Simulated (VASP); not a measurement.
# A VASP study of La5Ge3 (PBEsol): structure first, properties next

Aim: relax La5Ge3, then compute properties on the relaxed cell. The steps: relaxing cell and atoms (PBEsol), second relaxation, single point with fields (PBEsol), bands along the symmetry lines (PBEsol), total and projected DOS (PBEsol), optical spectrum (PBEsol), volume scan with PBEsol and fit for PBEsol. Left out of this account: 1 further run (relaxation: it shows nothing beyond the runs told). The start is a computed cell from the Materials Project.

Calculated with VASP 6.6.1; PBEsol; plane waves and PAW (La, Ge_d).

Most raw output is cut from this account.

**1. Set-up**

Before any relaxation, the start is as follows. The structure is hexagonal, space group P6_3/mcm (No. 193). The conventional cell has a = 9.016 Å, b = 9.016 Å, c = 6.963 Å, α = 90.00°, β = 90.00°, γ = 120.00°. Nearest to La lie 6 Ge at 3.28 Å and 2 La at 3.48 Å. Nearest to La lie 3 Ge at 3.10 to 3.24 Å. Nearest to Ge lie 7 La at 3.10 to 3.28 Å. Farther neighbours are not listed.

**2. Relaxing cell and atoms (PBEsol)**

Properties are meant for the cell that this level of theory prefers, so cell and atoms are relaxed first (ISIF = 3) until forces and stress are small; EDIFFG sets the threshold. PBEsol restores the gradient expansion of exchange and is tuned for the cells of solids.

Input file INCAR:

```
SYSTEM = La5Ge3
PREC = Accurate
ENCUT = 410
EDIFF = 1E-06
NELM = 100
ISMEAR = 1
SIGMA = 0.2
LREAL = .FALSE.
ALGO = Normal
GGA = PS
NBANDS = 120
LASPH = .TRUE.
LORBIT = 11
LWAVE = .FALSE.
LCHARG = .FALSE.
KPAR = 4
NCORE = 2
IBRION = 2
NSW = 60
ISIF = 3
EDIFFG = -0.01
```

Input file POSCAR:

```
La5Ge3
1.0
    9.0162770756      0.0000000000      0.0000000000
   -4.5081385378      7.8083249951      0.0000000000
    0.0000000000      0.0000000000      6.9632608603
La Ge
10 6
Direct
    0.6666666700      0.3333333300      0.0000000000
    0.3333333300      0.6666666700      0.0000000000
    0.3333333300      0.6666666700      0.5000000000
    0.6666666700      0.3333333300      0.5000000000
    0.7505812700      0.7505812700      0.7500000000
    0.2494187300      0.0000000000      0.7500000000
    0.0000000000      0.2494187300      0.7500000000
    0.2494187300      0.2494187300      0.2500000000
    0.7505812700      0.0000000000      0.2500000000
    0.0000000000      0.7505812700      0.2500000000
    0.3917622300      0.3917622300      0.7500000000
    0.6082377700      0.0000000000      0.7500000000
    0.0000000000      0.6082377700      0.7500000000
    0.6082377700      0.6082377700      0.2500000000
    0.3917622300      0.0000000000      0.2500000000
    0.0000000000      0.3917622300      0.2500000000
```

Input file KPOINTS:

```
Automatic mesh
0
Gamma
3 3 4
0 0 0
```

PAW data sets: La and Ge_d (PBE family, release 64).

Command:

```console
> mpirun -np 8 vasp_std
```

The job ended after 27 min (8 MPI ranks of AMD EPYC 7R43, shared host; peak memory 3.4 GiB).

The k-mesh is coarse for a metal. The PAW data sets were made with PBE, which is usual practice but a small mismatch for other functionals. The run keeps the 24 symmetry operations of its start, so it cannot find a distortion of lower symmetry.

Step by step:

```
step  energy less that of the first step (eV)  largest force (eV/Å)  pressure (GPa)  volume (Å³)
   1                                   0.0000                0.0816           -2.55       490.23
   2                                  -0.1510                0.0739            1.34       456.48
   3                                  -0.1931                0.0563            0.01       466.84
   4                                  -0.2069                0.0463            0.00       465.89
   5                                  -0.2119                0.0602            0.00       464.70
   6                                  -0.2120                0.0545            0.00       464.80
   7                                  -0.2134                0.0486            0.00       464.79
   8                                  -0.2168                0.0312           -0.01       464.75
   9                                  -0.2198                0.0120           -0.02       464.65
  10                                  -0.2199                0.0111           -0.02       464.64
  11                                  -0.2199                0.0011            0.06       463.99
  12                                  -0.2199                0.0075            0.03       464.31
```

```
conventional cell, symmetrised  before  after  change
                         a (Å)   9.016  8.934  -0.9 %
                         b (Å)   9.016  8.934  -0.9 %
                         c (Å)   6.963  6.717  -3.5 %
              volume (Å³/atom)   30.64  29.02  -5.3 %
```

The atoms that moved most (Å, as changes of fractional coordinates times the final cell):

```
atom      dx      dy     dz  length
 La7  -0.017   0.029  0.000   0.034
La10   0.017  -0.029  0.000   0.034
 La6   0.034   0.000  0.000   0.034
 La9  -0.034   0.000  0.000   0.034
 La8   0.017   0.029  0.000   0.034
 La5  -0.017  -0.029  0.000   0.034
Ge16   0.012  -0.020  0.000   0.024
Ge13  -0.012   0.020  0.000   0.024
```

The relaxed structure:

```xyz
16
Lattice="8.9338 0.0000 0.0000 -4.4669 7.7369 0.0000 0.0000 0.0000 6.7175" Properties=species:S:1:pos:R:3 pbc="T T T"
La    4.4669    2.5790    0.0000
La    0.0000    5.1579    0.0000
La    0.0000    5.1579    3.3587
La    4.4669    2.5790    3.3587
La    3.3358    5.7778    5.0381
La    2.2621    0.0000    5.0381
La   -1.1311    1.9591    5.0381
La    1.1311    1.9591    1.6794
La    6.6716    0.0000    1.6794
La   -3.3358    5.7778    1.6794
Ge    1.7381    3.0105    5.0381
Ge    5.4575    0.0000    5.0381
Ge   -2.7288    4.7263    5.0381
Ge    2.7288    4.7263    1.6794
Ge    3.4763    0.0000    1.6794
Ge   -1.7381    3.0105    1.6794
```

Numbers from this step:

* electrons: 194
* bands: 120
* irreducible k-points: 9
* symmetry operations: 24
* free energy (TOTEN): -94.2418 eV
* energy at zero smearing: -94.2258 eV
* Fermi energy: 7.605 eV
* pressure: 0.02934 GPa
* metallic: yes
* SCF cycles over all ionic steps: 121

It ends with a largest force of 0.008 eV/Å and a pressure of 0.03 GPa.

**3. Second relaxation**

A relaxation keeps the plane waves of the cell it began with, so it is repeated from the new cell, on a basis made for it.

INCAR is that of step 2.

Input file POSCAR:

```
La5Ge3
1.0
    8.9337803919      0.0000000000      0.0000000000
   -4.4668901959      7.7368807713      0.0000000000
    0.0000000000      0.0000000000      6.7174537308
La Ge
10 6
Direct
    0.6666666700      0.3333333300      0.0000000000
    0.3333333300      0.6666666700      0.0000000000
    0.3333333300      0.6666666700      0.5000000000
    0.6666666700      0.3333333300      0.5000000000
    0.7467885728      0.7467885728      0.7500000000
    0.2532114272      0.0000000000      0.7500000000
    0.0000000000      0.2532114272      0.7500000000
    0.2532114272      0.2532114272      0.2500000000
    0.7467885728      0.0000000000      0.2500000000
    0.0000000000      0.7467885728      0.2500000000
    0.3891162677      0.3891162677      0.7500000000
    0.6108837323      0.0000000000      0.7500000000
    0.0000000000      0.6108837323      0.7500000000
    0.6108837323      0.6108837323      0.2500000000
    0.3891162677      0.0000000000      0.2500000000
    0.0000000000      0.3891162677      0.2500000000
```

KPOINTS is that of step 2.

Command:

```console
> mpirun -np 8 vasp_std
```

It took 4.7 min on 8 MPI ranks; peak memory 2.8 GiB.

Little changed from the start: no atom moved by 0.005 Å and no cell edge by 0.1 %.

This step gave:

| Quantity | Value |
| --- | --- |
| free energy (TOTEN) | -94.2213 eV |
| energy at zero smearing | -94.2053 eV |
| pressure | 0.01912 GPa |
| SCF cycles over all ionic steps | 23 |

It ends with a largest force of 0.007 eV/Å and a pressure of 0.02 GPa. The volume moved by under 0.01 %: the run met its threshold at the first step.

**4. Single point with fields (PBEsol)**

The relaxed cell gets a fresh self-consistent run, on a basis set for its own volume, to fix the density and to check the remaining stress.

INCAR, as its differences from that of step 3:

```diff
@@ -14,8 +14,6 @@
 LWAVE = .FALSE.
-LCHARG = .FALSE.
-KPAR = 4
+LCHARG = .TRUE.
 NCORE = 2
-IBRION = 2
-NSW = 60
-ISIF = 3
-EDIFFG = -0.01
+ISIF = 2
+LELF = .TRUE.
+LVHAR = .TRUE.
```

POSCAR is that of step 3.

KPOINTS is that of step 3.

Command:

```console
> mpirun -np 8 vasp_std
```

Wall time 4.3 min (8 MPI ranks); peak memory 1.4 GiB; 34 min of CPU time.

Numbers from this step:

```yaml
scf_cycles: 23
```

Valence electrons inside each PAW sphere by angular momentum. Sphere charges, by row:

```
atom  s (e)  p (e)  d (e)  f (e)  tot (e)
 La1  2.062  5.596  0.819  0.137    8.613
 La2  2.062  5.596  0.819  0.137    8.613
 La3  2.062  5.596  0.819  0.137    8.613
 La4  2.062  5.596  0.819  0.137    8.613
 La5  2.058  5.604   0.77    0.1    8.533
 La6  2.058  5.604   0.77    0.1    8.533
 La7  2.058  5.604   0.77    0.1    8.533
 La8  2.058  5.604   0.77    0.1    8.533
 La9  2.058  5.604   0.77    0.1    8.533
La10  2.058  5.604   0.77    0.1    8.533
Ge11  1.146  1.245  9.974      0    12.37
Ge12  1.146  1.245  9.974      0    12.37
Ge13  1.146  1.245  9.974      0    12.37
Ge14  1.146  1.245  9.974      0    12.37
Ge15  1.146  1.245  9.974      0    12.37
Ge16  1.146  1.245  9.974      0    12.37
```

Electrostatic potential energy in the ab plane at fractional z = 0.250, with atoms of La and Ge within 0.2 Å of it. With pseudopotentials it is smooth inside the atoms' cores, unlike the true potential.

Values in eV, 13 rows by 16 columns, each cell a mean:
```
 -1  -2  -1   0 -13 -44 -44 -16   0  -6 -44 -87 -70 -21  -2   1
-21 -22  -8  -1  -4 -11  -5   1   1  -5 -19 -25 -11  -1  -1  -6
-88 -62 -13   0   2   1   1   1   1   0  -2  -1   1   0 -12 -56
-87 -36  -4   1   0  -2  -1   1   1  -6 -19 -13  -1  -5 -38 -92
-23  -4   1   1  -2  -3  -1   1 -12 -44 -52 -24  -2  -6 -26 -44
 -1   0   1   1   0   0   2  -1 -29 -50 -36  -6   1  -1  -4  -3
-22 -19  -2   2   1   1   1  -1 -10 -11  -2   1   1   1   1  -6
-55 -32  -3  -1  -6  -9  -5   0   1   1   0  -1   0   1  -8 -42
-37  -9  -4 -26 -61 -52 -14  -1   1   0  -3  -2   1   0 -20 -46
 -2  -2 -26 -83 -95 -58  -9   1   1   0  -1   0   2   0  -6  -9
  1  -6 -36 -73 -55 -14  -1   1   1   1   1   0  -2  -4  -2   0
  0  -4 -10 -12  -5  -4 -17 -20  -5   1  -1 -16 -41 -35 -11  -1
  1   0   0   1  -3 -33 -54 -40  -7  -1 -20 -77 -94 -59 -10   0
```
Columns run along a (8.9 Å; values clipped at the 3rd and 97th percentile), rows up along b (8.9 Å). Atoms in or near the plane, at fractional coordinates: La at (0.25, 0.25), La at (0.75, 0.00), La at (0.00, 0.75), Ge at (0.61, 0.61), Ge at (0.39, 0.00), Ge at (0.00, 0.39).

ELF in the ab plane at fractional z = 0.250, with atoms of La and Ge within 0.2 Å of it. It is the smooth field of the valence electrons, not physical close to the nuclei.

Ten even steps from '_' (0.07) to '@' (0.86), each cell a mean:
```
________::++**++::....==**++::**@@%%**%%@@##::____
__........==++++==--++****--::##@@@@@@@@##::______
++####==..--++**++****##++::..**%%%%%%++::______::
@@@@@@##::::**######**++--....::----::......__--%%
%%%%@@##::::++**++==--::::::..::::::--==--..--%%@@
++%%@@**..::==--::......::==++++++++****--::**@@##
##@@%%--..::::..______..==****++++++****::--%%@@**
@@%%==..::::..________--****++--::==++++::==@@@@@@
##--::--==::________::++##++::....==++==..==%%@@@@
::--++**++--..____..==##**==....::++**==..::==++--
++**####**==::....--**##**==::--++****==......::--
********##++--::::==**##**++++++**##++--::::--++**
====++**##++::....::--++******##**==::::--++****++
....==****--..::::::::--++####++::..__..--**##++--
..::++++--::++####**::::--++==..______..==##**==..
::==++--::##@@@@@@%%==..::--..________::**##++--..
++++==::##@@%%%%@@@@==..::::..______..--##**++++==
**==::++@@%%++##@@%%::..--::..____..::==****++++**
++::::%%@@####@@%%==..==++==--::..::::::----==++++
::__--%%@@@@@@%%==::==**##**++==--......::::..::::
____--##@@%%##--::==******####++::..--**##**--..__
____..--==--::--++++++++++**##--::++%%@@@@@@**..__
__________..==++++--..::++**++::++@@@@%%@@@@**..__
..______..==**++--....::++**----%%@@**++@@@@++____
```
Columns run along a (8.9 Å), rows up along b (8.9 Å). Atoms in or near the plane, at fractional coordinates: La at (0.25, 0.25), La at (0.75, 0.00), La at (0.00, 0.75), Ge at (0.61, 0.61), Ge at (0.39, 0.00), Ge at (0.00, 0.39).

Valence density in the ab plane at fractional z = 0.250, with atoms of La and Ge within 0.2 Å of it. It is the smooth field of the valence electrons, not physical close to the nuclei.

Ten steps, logarithmic in the rise over the least value, from '0' (0 e/Å³) to '9' (16 e/Å³), each cell a mean:
```
0000012489852113443443100
0111112467521113455431000
2332112233210012344310001
4443211111100001222100013
4553111111000001111100235
2443100000000011221111344
4542000000000123432112454
5420000000001247763112455
3210000000012479963112344
1111000000012699852111222
1111110000113687521000111
2322110000112443210000011
6652110000111221100000124
9862101111111111000001247
9842112333110000000011369
8521134544210000000012479
4211354454200000000012355
1112442453100000000011222
1013544442100000000011111
0023555421111110000111110
0013443211222110012333210
0001221123553210124444210
0000001247874211245454310
0000001379984112453354200
```
Columns run along a (8.9 Å), rows up along b (8.9 Å). Atoms in or near the plane, at fractional coordinates: La at (0.25, 0.25), La at (0.75, 0.00), La at (0.00, 0.75), Ge at (0.61, 0.61), Ge at (0.39, 0.00), Ge at (0.00, 0.39).

In this run the pressure is 0.02 GPa, small enough to go on.

**5. Bands along the symmetry lines (PBEsol)**

The mesh alone shows little of the dispersion and can miss band extrema, so KPOINTS_OPT adds a path through the symmetry points after the self-consistent cycle.

Input file INCAR:

```
SYSTEM = La5Ge3
PREC = Accurate
ENCUT = 410
EDIFF = 1E-06
NELM = 100
ISMEAR = 1
SIGMA = 0.2
LREAL = .FALSE.
ALGO = Normal
GGA = PS
NBANDS = 140
LASPH = .TRUE.
LORBIT = 11
LWAVE = .FALSE.
LCHARG = .FALSE.
KPAR = 4
NCORE = 2
```

POSCAR is that of step 4.

KPOINTS is that of step 4.

Input file KPOINTS_OPT:

```
Line mode
12
Line-mode
Reciprocal
  0.00000000   0.00000000   0.00000000 GAMMA
  0.50000000   0.00000000   0.00000000 M

  0.50000000   0.00000000   0.00000000 M
  0.33333333   0.33333333   0.00000000 K

  0.33333333   0.33333333   0.00000000 K
  0.00000000   0.00000000   0.00000000 GAMMA

  0.00000000   0.00000000   0.00000000 GAMMA
  0.00000000   0.00000000   0.50000000 A

  0.00000000   0.00000000   0.50000000 A
  0.50000000   0.00000000   0.50000000 L

  0.50000000   0.00000000   0.50000000 L
  0.33333333   0.33333333   0.50000000 H

  0.33333333   0.33333333   0.50000000 H
  0.00000000   0.00000000   0.50000000 A

  0.50000000   0.00000000   0.50000000 L
  0.50000000   0.00000000   0.00000000 M

  0.33333333   0.33333333   0.00000000 K
  0.33333333   0.33333333   0.50000000 H
```

Command:

```console
> mpirun -np 8 vasp_std
```

It took 51 min on 8 MPI ranks.

The run was cut off at its time limit.

The self-consistent loop had finished, and the limit fell in the path of KPOINTS_OPT; fewer path points or more time would be the way on.

**6. Total and projected DOS (PBEsol)**

Here the states are counted by energy and projected on the atoms. The mesh is finer than in the run before.

INCAR, as its differences from that of step 5:

```diff
@@ -5,3 +5,3 @@
 NELM = 100
-ISMEAR = 1
+ISMEAR = -5
 SIGMA = 0.2
@@ -15,3 +15,3 @@
 LCHARG = .FALSE.
-KPAR = 4
-NCORE = 2
+KPAR = 8
+NEDOS = 2001
```

POSCAR is that of step 5.

Input file KPOINTS:

```
Automatic mesh
0
Gamma
5 5 5
0 0 0
```

Command:

```console
> mpirun -np 8 vasp_std
```

It took 9.4 min on 8 MPI ranks; peak memory 5.7 GiB; 73 min of CPU time.

With tetrahedra the forces and stress of a metal are not exact derivatives of the energy.

Numbers from this step:

```yaml
bands: 140
irreducible_k_points: 15
free_energy_toten: -94.1906 eV
fermi_energy: 7.620 eV
pressure: 0.1003 GPa
dos_at_the_fermi_level: 19.87 states/eV/cell
```

The density of states has structure finer than the step of the table below, so its rows give means over 0.5 eV, whole bins alone (the curve runs from -12.0 to 1.11 eV). Peaks (eV: height): total -7.18: 28.6, -0.87: 25.9, 0.06: 26.6, 0.94: 26.4; La d -0.87: 4.31, 0.06: 9.21, 0.29: 6.69, 0.94: 8.58; Ge p -2.51: 3.88, -1.17: 4.64, -0.99: 4.15, -0.87: 5.37; La f 0.94: 4.85; La p -7.42: 0.896, -7.18: 1.43, -0.99: 0.857, -0.87: 1.19.

States under -12.0 eV and over 1.1 eV are left out. Density of states against energy, zero at the Fermi level; means over each step; values in states/eV/cell:

```
energy (eV)    total    La d     Ge p     La f     La p     Ge s
       -9.0        0       0        0        0        0        0
       -8.5  0.00785  3.0e-5        0        0   9.0e-5  0.00389
       -8.0     2.46  0.0384  0.00293  0.00401   0.0689     1.27
       -7.5     13.8   0.413   0.0156   0.0441    0.612     7.52
       -7.0     7.73   0.194  0.00965   0.0448    0.377     4.38
       -6.5        0       0        0        0        0        0
       -6.0        0       0        0        0        0        0
       -5.5        0       0        0        0        0        0
       -5.0        0       0        0        0        0        0
       -4.5        0       0        0        0        0        0
       -4.0        0       0        0        0        0        0
       -3.5        0       0        0        0        0        0
       -3.0    0.436  0.0517   0.0759  0.00170  0.00593  0.00134
       -2.5     16.5    1.97     2.99    0.104    0.339   0.0530
       -2.0     12.0    2.08     2.41    0.201    0.253   0.0661
       -1.5     14.3    2.51     2.89    0.384    0.408   0.0852
       -1.0     19.5    3.51     3.84    0.667    0.757   0.0836
       -0.5     12.6    2.47     2.00    0.495    0.537   0.0428
        0.0     19.7    6.46    0.871    0.963    0.589   0.0446
        0.5     11.5    4.11    0.371     1.27    0.191   0.0160
```

The finer mesh and the other smearing move the Fermi level by +0.02 eV from the 3×3×4 run, a small shift, which tests the Fermi level alone. Of the states within 0.3 eV of the Fermi level, the largest shares in the PAW spheres are La d 33 % and La f 5 %. The rest lies in smaller channels or between the spheres.

(Part 1 of 2 ends here.)

[Lines on the potential files, build, host, timing and source positions are cut from VASP's logs without a mark.]

[Logs are printed without paths, hosts, clocks, repeated set-up lines and the standing remarks that a program may print on its own settings, such as how far it seeks lower states.]

[Hosts, paths, dates, database ids (printed as entryN), source tags and the programs' standing remarks are cut or masked in the printed files.]

[A measured line is paired with the nearest computed mode of its activity, which favours agreement.]

[In band tables of VASP the shares of atoms and orbitals are scaled to a sum of 1 inside the atoms' spheres.]
